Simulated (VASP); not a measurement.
Output of a VASP run:

File OSZICAR:
```
       N       E                     dE             d eps       ncg     rms          rms(c)
DAV:   1     0.953028486535E+02    0.95303E+02   -0.71333E+03   696   0.118E+03
DAV:   2     0.415575234221E+00   -0.94887E+02   -0.88691E+02   836   0.270E+02
DAV:   3    -0.438213241745E+01   -0.47977E+01   -0.47721E+01   916   0.545E+01
DAV:   4    -0.459337289839E+01   -0.21124E+00   -0.21112E+00  1152   0.111E+01
DAV:   5    -0.459542048446E+01   -0.20476E-02   -0.20475E-02   880   0.114E+00    0.101E+01
DAV:   6    -0.453000624127E+01    0.65414E-01   -0.84063E-02   828   0.230E+00    0.663E+00
DAV:   7    -0.452415556232E+01    0.58507E-02   -0.12826E-01   848   0.261E+00    0.597E-01
DAV:   8    -0.452163795850E+01    0.25176E-02   -0.24050E-02   840   0.144E+00    0.169E-01
DAV:   9    -0.452175018519E+01   -0.11223E-03   -0.11179E-03   924   0.273E-01    0.914E-02
DAV:  10    -0.452178323308E+01   -0.33048E-04   -0.10809E-04   872   0.920E-02    0.544E-02
DAV:  11    -0.452178143184E+01    0.18012E-05   -0.26855E-05   860   0.548E-02    0.954E-03
DAV:  12    -0.452178117006E+01    0.26179E-06   -0.22552E-06   844   0.142E-02
   1 F= 0.20794741E+01 E0= 0.20794741E+01  d E =0.207947E+01
```

File OUTCAR:
```
------------------------ aborting loop because EDIFF is reached ----------------------------------------
  FORCE on cell =-STRESS in cart. coord.  units (eV):
  Direction    XX          YY          ZZ          XY          YZ          ZX
  --------------------------------------------------------------------------------------
  Total        6.5866666      6.5866666      6.5866666     -0.0000000      0.0000000     -0.0000000
  in kB      199.5580025    199.5580025    199.5580025     -0.0000000      0.0000000     -0.0000000
  external PRESSURE =      -0.4419975 kB  Pullay stress =     200.0000000 kB
  volume of cell :       52.88
      direct lattice vectors                 reciprocal lattice vectors
     0.000000000  2.979150020  2.979150020    -0.167833106  0.167833106  0.167833106
     2.979150020  0.000000000  2.979150020     0.167833106 -0.167833106  0.167833106
     2.979150020  2.979150020  0.000000000     0.167833106  0.167833106 -0.167833106
  FREE ENERGIE OF THE ION-ELECTRON SYSTEM (eV)
  ---------------------------------------------------
  free  energy   TOTEN  =        -4.5217811701 eV

  energy  without entropy=       -4.5217811701  energy(sigma->0) =       -4.52178117
  enthalpy is  TOTEN    =         2.0794741282 eV   P V=        6.6012552983

 reached required accuracy - stopping structural energy minimisation
```
(Selected blocks of OUTCAR.)

**POSCAR**
```
KI
1
    0.0000000000     2.9791500200     2.9791500200
    2.9791500200    -0.0000000000     2.9791500200
    2.9791500200     2.9791500200    -0.0000000000
K I
1 1
Direct
  0.0000000000   1.0000000000   0.0000000000
  0.5000000000   0.5000000000   0.5000000000
```

Question: Write an INCAR and KPOINTS that could have produced this output.

Answer: One answer among several that fit: the input of the run itself, PBEsol GGA, plane waves, VASP's PBE PAW potentials (set 64).

### INCAR
```
SYSTEM  =  KI
PREC  =  Accurate; ENCUT  =  500; LREAL  =  .FALSE.
LASPH  =  .TRUE.
EDIFF  =  1E-6; NELM  =  100; ALGO  =  Normal
LMAXMIX  =  4
ISMEAR  =  0; SIGMA  =  0.05
GGA  =  PS
IBRION  =  2; NSW  =  40; ISIF  =  3
EDIFFG  =  -0.02; PSTRESS  =  200
LWAVE  =  .FALSE.; LCHARG  =  .FALSE.
```

KPOINTS:
```
K-points
0
gamma
8 8 8
```

POTCAR, in this order: K_sv I (PBE.64 set). Program: vasp_std.

The compound is KI in the rock salt structure. It was relaxed first under an external pressure of 20 GPa.
